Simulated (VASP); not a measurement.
Given:

```
SnO
1.0
    3.90641     0.00000     0.00000
    0.00000     3.90641     0.00000
    0.00000     0.00000     5.05483
Sn O
2 2
Direct
  0.50000   0.00000   0.76801
  0.00000   0.50000   0.23199
  0.50000   0.50000   0.00000
  0.00000   0.00000   0.00000
```

Calculation: PW91 GGA, VASP's PBE PAW potentials (set 64) (plane waves; VASP). Numerical set-up: 520 eV cut-off, 6×6×5 Γ-centred mesh, Gaussian smearing of 0.050 eV, potentials Sn_d O.

Without a dispersion term in the relaxation, distances and binding between the weakly bound layers, chains or molecules are unreliable, and so is what depends on them.

Q: The ions and cell shape at fixed volume are relaxed. Predict the relaxed structure.

A: 
```
SnO
1.0
    3.87312     0.00000     0.00000
    0.00000     3.87312     0.00000
    0.00000     0.00000     5.14210
Sn O
2 2
Cartesian
  1.93656   0.00000   3.97895
  0.00000   1.93656   1.16315
  1.93656   1.93656   0.00000
  0.00000   0.00000   0.00000
```
Space group P4/nmm (129), at a tolerance of 0.03 Å.

Q: How much energy does the relaxation gain?

A: The energy (σ→0) changes by -3.5 meV/atom, in 5 ionic steps.

The compound is SnO in the litharge structure. This cell is one point of a volume scan, at 1.03 of the reference volume. Symmetry was kept, so distortions that lower it aren't found.
